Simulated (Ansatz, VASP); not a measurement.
# AlIn: VASP beside Ansatz, part 2 of 2

Aim: how closely do two programs agree when they are given the same cell, functional and k mesh? The cell is invented: As first built, before any earlier steps moved the atoms (in the runner's words): it takes the Al structure with some of its atoms replaced by other elements, volume scaled by an estimate. It may not be a known or stable phase. The cell is taken from a series of VASP runs on this material, whose earlier steps may have relaxed, scaled or displaced it; both programs get it as it stands.

VASP 6.6.1 and Ansatz 0.2.0.

So far. Step 3 (VASP: band structure, PBE with D3(BJ)): The run ends at a pressure of 0.04 GPa.

### Step 5. VASP: single point, PBE with D3(BJ)

Level of this step: PBE with D3(BJ); plane waves and PAW (In_d, Al); invented cell (VASP).

With cell and atoms fixed, the geometry can't cause a difference; cores, projectors, grids and the points listed under the comparison can.

Contents of INCAR:

```
SYSTEM = AlIn
PREC = Accurate
ENCUT = 400
EDIFF = 1E-06
NELM = 100
ISMEAR = -5
SIGMA = 0.2
LREAL = .FALSE.
ALGO = Normal
GGA = PE
IVDW = 12
NBANDS = 20
LORBIT = 11
LWAVE = .FALSE.
LCHARG = .FALSE.
NEDOS = 2001
```

Contents of POSCAR:

```
AlIn
1.0
    1.5700117919      0.9064465109      4.9610481881
   -1.5700117919      0.9064465109      4.9610481881
    0.0000000000     -1.8128930218      4.9610481881
In Al
1 1
Direct
    0.5000000000      0.5000000000      0.5000000000
    0.0000000000      0.0000000000      0.0000000000
```

Contents of KPOINTS:

```
Automatic mesh
0
Gamma
11 11 11
0 0 0
```

The projector-augmented-wave data sets are In_d and Al (PBE family, release 64).

The run is started by

```console
> mpirun -np 1 vasp_std
```

Numbers of over 12 decimals in the logs are rounded to 6 here.

What it wrote:

```text
[... set-up lines as in an earlier step ...]
 entering main loop
       N       E                     dE             d eps       ncg     rms          rms(c)
DAV:   1     0.952203390729E+02    0.95220E+02   -0.55897E+03  6108   0.746E+02
DAV:   2     0.392311699224E+00   -0.94828E+02   -0.87330E+02  6160   0.229E+02
DAV:   3    -0.583732097912E+01   -0.62296E+01   -0.61584E+01  7140   0.542E+01
DAV:   4    -0.598696809416E+01   -0.14965E+00   -0.14950E+00  7100   0.784E+00
[...]
DAV:   9    -0.591373213485E+01    0.28608E-03   -0.21600E-04  6520   0.985E-02    0.353E-02
DAV:  10    -0.591373490850E+01   -0.27736E-05   -0.12419E-05  8168   0.237E-02    0.154E-02
DAV:  11    -0.591373558092E+01   -0.67242E-06   -0.10112E-06  4540   0.103E-02
   1 F= -.65857173E+01 E0= -.65857173E+01  d E =0.000000E+00
 -----------------------------------------------------------------------------
|                                                                             |
|           W    W    AA    RRRRR   N    N  II  N    N   GGGG   !!!           |
|           W    W   A  A   R    R  NN   N  II  NN   N  G    G  !!!           |
|           W    W  A    A  R    R  N N  N  II  N N  N  G       !!!           |
|           W WW W  AAAAAA  RRRRR   N  N N  II  N  N N  G  GGG   !            |
|           WW  WW  A    A  R   R   N   NN  II  N   NN  G    G                |
|           W    W  A    A  R    R  N    N  II  N    N   GGGG   !!!           |
|                                                                             |
|     Tetrahedron method does not include variations of the Fermi             |
|     occupations, so forces and stress will be inaccurate. We suggest        |
|     using a different smearing scheme ISMEAR = 1 or 2 for metals in         |
|     relaxations.                                                            |
|                                                                             |
 -----------------------------------------------------------------------------
```

From OUTCAR (step 5):

```text
 Edisp (eV)   -0.67198

  Total       0.03514     0.03514    -0.00525     0.00000    -0.00000    -0.00000
  in kB       1.32902     1.32902    -0.19863     0.00000    -0.00000    -0.00000
  external pressure =        0.82 kB  Pullay stress =        0.00 kB

 POSITION                                       TOTAL-FORCE (eV/Angst)
 -----------------------------------------------------------------------------------
      0.00000      0.00000      7.44157        -0.000000      0.000000     -0.000000
      0.00000      0.00000      0.00000         0.000000      0.000000      0.000000
 -----------------------------------------------------------------------------------
    total drift:                                0.000000     -0.000000      0.000000

  FREE ENERGIE OF THE ION-ELECTRON SYSTEM (eV)
  ---------------------------------------------------
  free  energy   TOTEN  =        -6.5857172662 eV

  energy  without entropy=       -6.5857172662  energy(sigma->0) =       -6.58571727

[... 1 part as in an earlier step ...]

[... 2 further parts left out ...]
[key lines of the parts left out:]
E-fermi :   8.0098
```

The run ends at a pressure of 0.08 GPa.

### Step 6. Ansatz: single point, PBE with D3(BJ)

The same cell, functional, mesh and smearing now go to Ansatz, which takes its cutoff from its data sets.

The cell is taken from a series of VASP runs on this material, whose earlier steps may have relaxed, scaled or displaced it; both programs get it as it stands.

Contents of input.yaml:

```yaml
crystal:
  lattice:
    - [1.5700117919, 0.9064465109, 4.9610481881]
    - [-1.5700117919, 0.9064465109, 4.9610481881]
    - [0.0, -1.8128930218, 4.9610481881]
  atoms:
    - { symbol: In, position: [0.5, 0.5, 0.5] }
    - { symbol: Al, position: [0.0, 0.0, 0.0] }
hamiltonian:
  xc: pbe
  pseudopotentials: { kind: paw }
  dispersion: d3bj
kpoints:
  mp_grid: { grid: [11, 11, 11] }
scf:
  occupations: { method: tetrahedron }
output:
  forces: true
  stress: true
```

The run is started by

```console
> ansatz run input.yaml --threads 2 --pin off --max-ram 4608MiB --backend cpu --events-out ev --progress --plain --runs-dir out
```

What it wrote:

```text
Warning: output.forces, output.stress, relax.cell or npt_langevin: where a Kohn–Sham band that disperses or a degenerate level is filled in part under the method tetrahedron, the forces or the stress that this run publishes need not agree with its energy (scf.occupations.method in the input reference, under Limitations); prefer a smearing scheme for the forces or the stress
[...]
--- Band table (eV; the first three rows and the last of 146) ---
  k-point 0: bands = [... 4 lower, -4.9005, -0.8037, 5.6983, 5.7473, 18.3208, 18.3208, 20.3149, 20.3149]
  k-point 1: bands = [... 4 lower, -4.9059, -0.6229, 5.5167, 6.2852, 16.4548, 17.6327, 19.2202, 19.4025]
  k-point 2: bands = [... 4 lower, -4.9204, -0.0752, 5.6657, 7.1970, 13.6036, 16.4928, 16.6711, 18.2956]
  k-point 145: bands = [... 4 lower, -4.9049, 0.6352, 1.4222, 13.1315, 13.9646, 16.2943, 17.3610, 18.7704]
[key lines of the parts left out:]
SCF converged after 6 iterations
Free energy (F): -6135.628593 eV
Fermi energy:    9.668158 eV
P = ⅓ Tr σ = 0.1279 GPa (1.279 kbar)
```

Wall time 2.5 s (2 threads of Arm Neoverse V1, shared host); peak memory 0.35 GiB; 4.6 s of CPU time.

The run ends at a pressure of 0.13 GPa.

### Step 7. Side by side

The two programs side by side:

| quantity | Ansatz | VASP | difference |
| --- | --- | --- | --- |
| pressure (GPa) | 0.13 | 0.08 | +0.05 |

Ansatz's pressure holds a Pulay correction of 0.05 GPa; VASP's holds none.

### Step 8. Ansatz: band structure, PBE with D3(BJ), spin-orbit coupling

With cell and atoms fixed, the geometry can't cause a difference; cores, projectors, grids and the points listed under the comparison can.

The cell is taken from a series of VASP runs on this material, whose earlier steps may have relaxed, scaled or displaced it; both programs get it as it stands.

Contents of input.yaml:

```yaml
crystal:
  lattice:
    - [1.5700117919, 0.9064465109, 4.9610481881]
    - [-1.5700117919, 0.9064465109, 4.9610481881]
    - [0.0, -1.8128930218, 4.9610481881]
  atoms:
    - { symbol: In, position: [0.5, 0.5, 0.5] }
    - { symbol: Al, position: [0.0, 0.0, 0.0] }
hamiltonian:
  xc: pbe
  pseudopotentials: { kind: paw_fr }
  dispersion: d3bj
magnetization:
  noncollinear: true
  spin_orbit: true
kpoints:
  mp_grid: { grid: [6, 6, 6] }
  band_path:
    path:
      - [0.0, 0.0, 0.0]
      - [0.13333, 0.0, 0.0]
      - [0.3, 0.0, 0.0]
      - [0.46667, 0.0, 0.0]
      - [0.5, 0.03778, -0.03778]
      - [0.5, 0.10076, -0.10076]
      - [0.5, 0.16373, -0.16373]
      - [0.7696, 0.5, 0.2304]
      - [0.66591, 0.5, 0.33409]
      - [0.56222, 0.5, 0.43778]
      - [0.46667, 0.46667, 0.46667]
      - [0.3, 0.3, 0.3]
      - [0.13333, 0.13333, 0.13333]
      - [0.0, 0.0, 0.0]
      - [0.11482, 0.0, -0.11482]
      - [0.20668, 0.0, -0.20668]
      - [0.3215, 0.0, -0.3215]
      - [0.62443, 0.37557, 0.0]
      - [0.57258, 0.42742, 0.0]
      - [0.52074, 0.47926, 0.0]
      - [0.52074, 0.52074, 0.02519]
      - [0.57258, 0.57258, 0.08816]
      - [0.62443, 0.62443, 0.15114]
      - [0.64517, 0.64517, 0.20966]
      - [0.59332, 0.59332, 0.31335]
      - [0.54148, 0.54148, 0.41705]
      - [0.5, 0.0, 0.0]
      - [0.60369, 0.11482, 0.11482]
      - [0.70738, 0.22964, 0.22964]
      - [0.81108, 0.34446, 0.34446]
    npoints: 1
scf:
  occupations: { method: methfessel_paxton, width: 0.2 }
  n_extra_bands: 14
output:
  forces: true
  stress: true
  eigenvalues: true
```

What it wrote:

```text
[...]
non-collinear run that drives no moment, with spin-orbit: no starting moment large enough to seed its density (crystal.atoms[].spin), no starting occupations that ask for one, no magnetisation constraint and no magnetic field, so the semilocal B_xc is pinned to zero
Crystal: 2 atoms, lattice volume = 42.361 Å³
[...]
k-point 1: bands = [... 12 lower, 5.6131, 5.6131, 7.0170, 7.0170, 14.0725, 14.0725, 16.7819, 16.7819, ... 10 higher]
  k-point 2: bands = [... 12 lower, 6.6678, 6.6678, 8.8683, 8.8683, 9.6716, 9.6716, 12.4471, 12.4471, ... 10 higher]
  k-point 31: bands = [... 12 lower, 1.2183, 1.2183, 13.0252, 13.0252, 13.7613, 13.7613, 18.7256, 18.7256, ... 10 higher]
[key lines of the parts left out:]
SCF converged after 8 iterations
Magnetization: |M| = 0.0000 μB,  M = (+0.0000, +0.0000, +0.0000) μB
Free energy (F): -6137.598546 eV
Fermi energy:    9.612547 eV
P = ⅓ Tr σ = -0.0272 GPa (-0.272 kbar)
```

It took 8 s on 2 threads; peak memory 0.42 GiB.

### Step 9. VASP: band structure, PBE with D3(BJ), spin-orbit coupling

The same cell, functional, mesh and smearing now go to VASP, with its own data sets and cutoff.

Contents of INCAR:

```
SYSTEM = AlIn
PREC = Accurate
ENCUT = 400
EDIFF = 1E-06
NELM = 100
ISMEAR = 1
SIGMA = 0.2
LREAL = .FALSE.
ALGO = Normal
GGA = PE
IVDW = 12
LNONCOLLINEAR = .TRUE.
MAGMOM = 0 0 0 0 0 0
NBANDS = 28
GGA_COMPAT = .FALSE.
LASPH = .TRUE.
LSORBIT = .TRUE.
LORBIT = 11
LWAVE = .FALSE.
LCHARG = .FALSE.
```

POSCAR is that of step 5.

Contents of KPOINTS:

```
Automatic mesh
0
Gamma
6 6 6
0 0 0
```

Contents of KPOINTS_OPT:

```
Line mode
16
Line-mode
Reciprocal
  0.00000000   0.00000000   0.00000000 GAMMA
  0.50000000   0.00000000   0.00000000 L

  0.50000000   0.00000000   0.00000000 L
  0.50000000   0.18892262  -0.18892262 B1

  0.81107738   0.50000000   0.18892262 B
  0.50000000   0.50000000   0.50000000 Z

  0.50000000   0.50000000   0.50000000 Z
  0.00000000   0.00000000   0.00000000 GAMMA

  0.00000000   0.00000000   0.00000000 GAMMA
  0.34446131   0.00000000  -0.34446131 X

  0.65553869   0.34446131   0.00000000 Q
  0.50000000   0.50000000   0.00000000 F

  0.50000000   0.50000000   0.00000000 F
  0.65553869   0.65553869   0.18892262 P1

  0.65553869   0.65553869   0.18892262 P1
  0.50000000   0.50000000   0.50000000 Z

  0.50000000   0.00000000   0.00000000 L
  0.81107738   0.34446131   0.34446131 P
```

The run is started by

```console
> mpirun -np 1 vasp_ncl
```

What it wrote:

```text
[... set-up lines as in an earlier step ...]
 entering main loop
       N       E                     dE             d eps       ncg     rms          rms(c)
DAV:   1     0.115303468136E+03    0.11530E+03   -0.59396E+03  1816   0.110E+03
DAV:   2     0.338329216084E+01   -0.11192E+03   -0.10645E+03  1824   0.303E+02
DAV:   3    -0.574338908894E+01   -0.91267E+01   -0.89419E+01  2184   0.977E+01
DAV:   4    -0.605377256705E+01   -0.31038E+00   -0.30981E+00  2288   0.180E+01
[...]
DAV:  10    -0.599662817400E+01    0.79870E-04   -0.81766E-05  2520   0.118E-01    0.284E-02
DAV:  11    -0.599662924789E+01   -0.10739E-05   -0.61424E-06  2468   0.317E-02    0.120E-02
DAV:  12    -0.599662950552E+01   -0.25763E-06   -0.30166E-07  1184   0.580E-03
   1 F= -.66686112E+01 E0= -.66677262E+01  d E =-.265503E-02  mag=     0.0000     0.0000    -0.0000
 Start KPOINTS_OPT (optional k-point list driver)
k-point batch [1-32\144]
       N       E                     dE             ncg
DAV:   1     0.257039754189E+04   -0.10402E+05     1800
DAV:   2    -0.107032525331E+04   -0.36407E+04     1844
DAV:   3    -0.135928312899E+04   -0.28896E+03     2096
DAV:   4    -0.136961321328E+04   -0.10330E+02     2348
DAV:   5    -0.137019631465E+04   -0.58310E+00     2652
DAV:   6    -0.137020177821E+04   -0.54636E-02     2308
DAV:   7    -0.137020204287E+04   -0.26465E-03     2608
DAV:   8    -0.137020204724E+04   -0.43713E-05     2008
DAV:   9    -0.137020204747E+04   -0.23101E-06     1252
[...]
k-point batch [129-144\144]
       N       E                     dE             ncg
DAV:   1     0.603695805781E+04   -0.73657E+04      900
DAV:   2     0.422824577827E+04   -0.18087E+04      912
DAV:   3     0.407607532948E+04   -0.15217E+03     1056
DAV:   4     0.407092211272E+04   -0.51532E+01     1164
DAV:   5     0.407059245496E+04   -0.32966E+00     1308
DAV:   6     0.407058966245E+04   -0.27925E-02     1112
DAV:   7     0.407058953533E+04   -0.12713E-03     1276
DAV:   8     0.407058953325E+04   -0.20761E-05     1004
DAV:   9     0.407058953315E+04   -0.10493E-06      624
```

Parts of OUTCAR (step 9):

```text
 Edisp (eV)   -0.67198

  Total      -0.21801    -0.21801     0.38884     0.00000    -0.00000    -0.00000
  in kB      -8.24567    -8.24567    14.70670     0.00000    -0.00000    -0.00000
  external pressure =       -0.59 kB  Pullay stress =        0.00 kB

 POSITION                                       TOTAL-FORCE (eV/Angst)
 -----------------------------------------------------------------------------------
      0.00000      0.00000      7.44157         0.000000     -0.000000     -0.000000
      0.00000      0.00000      0.00000         0.000000      0.000000      0.000000
 -----------------------------------------------------------------------------------
    total drift:                               -0.000000     -0.000000      0.000000

  FREE ENERGIE OF THE ION-ELECTRON SYSTEM (eV)
  ---------------------------------------------------
  free  energy   TOTEN  =        -6.6686111908 eV

  energy  without entropy=       -6.6659561616  energy(sigma->0) =       -6.66772618

 magnetization (x)
# of ion       s       p       d       tot
------------------------------------------
    1        0.000   0.000   0.000   0.000
    2       -0.000  -0.000   0.000  -0.000
--------------------------------------------------
tot         -0.000  -0.000   0.000  -0.000

 magnetization (y)
# of ion       s       p       d       tot
------------------------------------------
    1        0.000   0.000   0.000   0.000
    2        0.000   0.000   0.000   0.000
--------------------------------------------------
tot          0.000   0.000   0.000   0.000

 magnetization (z)
# of ion       s       p       d       tot
------------------------------------------
    1        0.000   0.000   0.000   0.000
    2        0.000   0.000   0.000   0.000
--------------------------------------------------
tot          0.000   0.000   0.000   0.000

[... 1 part as in an earlier step ...]

[... 2 further parts left out ...]
[key lines of the parts left out:]
E-fermi :   7.9544
```

The run ends at a pressure of -0.06 GPa.

### Step 10. Differences

What differs besides the data sets and the points named for the pairs above, as far as they apply: spin-orbit coupling enters by fully relativistic files in Ansatz and inside the spheres in VASP. Total energies have different zeros and are not compared.

Both answers:

| quantity | Ansatz | VASP | difference |
| --- | --- | --- | --- |
| pressure (GPa) | -0.03 | -0.06 | +0.03 |

Levels from 3 eV below to 2 eV above the Fermi level differ by 2 meV r.m.s. and 5 meV at most; each VASP level is matched to the nearest of Ansatz, which flatters the figure a little. Ansatz's pressure holds a Pulay correction of 0.05 GPa; VASP's holds none.

### Step 11. Summary of results

| Item | Value |
| --- | --- |
| r.m.s. difference of levels near the Fermi level (band structure, PBE with D3(BJ)) | 0.98 meV |
| difference in pressure (single point, PBE with D3(BJ)) | 0.046 GPa |
| r.m.s. difference of levels near the Fermi level (band structure, PBE with D3(BJ), spin-orbit coupling) | 1.7 meV |

**Reading.** The difference in pressure is 0.046 GPa (single point, PBE with D3(BJ)), within the 1 GPa picked in this series as the mark of a large difference. How closely two codes agree says nothing of how well the functional describes the real material.

[Lines on the potential files, build, host, timing and source positions are cut from VASP's logs without a mark.]

[Logs are printed without paths, hosts, clocks, repeated set-up lines and the standing remarks that a program may print on its own settings, such as how far it seeks lower states.]

[Hosts, paths, dates, database ids (printed as entryN), source tags and the programs' standing remarks are cut or masked in the printed files.]
